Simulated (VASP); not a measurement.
Data:

```
CELL_PARAMETERS angstrom
     -1.65881     1.65881     1.65881
      1.65881    -1.65881     1.65881
      1.65881     1.65881    -1.65881
ATOMIC_POSITIONS crystal
  Nb 0.00000 0.00000 0.00000
```

The numbers are results of LDA (Ceperley-Alder, Perdew-Zunger), VASP's LDA PAW potentials (set 64) (plane waves; VASP 6.6.1), not measurements. Settings: 400 eV cut-off, 14×14×14 Γ-centred mesh, first-order Methfessel-Paxton smearing of 0.10 eV, potentials Nb_sv.

Energy and stress use the plane-wave basis of the starting cell.

The ions, cell shape and volume are relaxed. Predict the relaxed structure.

```
CELL_PARAMETERS angstrom
     -1.62168     1.62168     1.62168
      1.62168    -1.62168     1.62168
      1.62168     1.62168    -1.62168
ATOMIC_POSITIONS crystal
  Nb 0.00000 0.00000 0.00000
```
Space group Im-3m (229), at a tolerance of 0.03 Å.

How do energy and volume change from the first to the last step?

The energy (σ→0) changes by -45.4 meV/atom and the volume by -6.6 %, in 4 ionic steps.

The structure comes from a computed database's Nb entry (Im-3m); how it stands against other phases isn't given here. This run relaxes it. Symmetry was kept, so distortions that lower it aren't found.
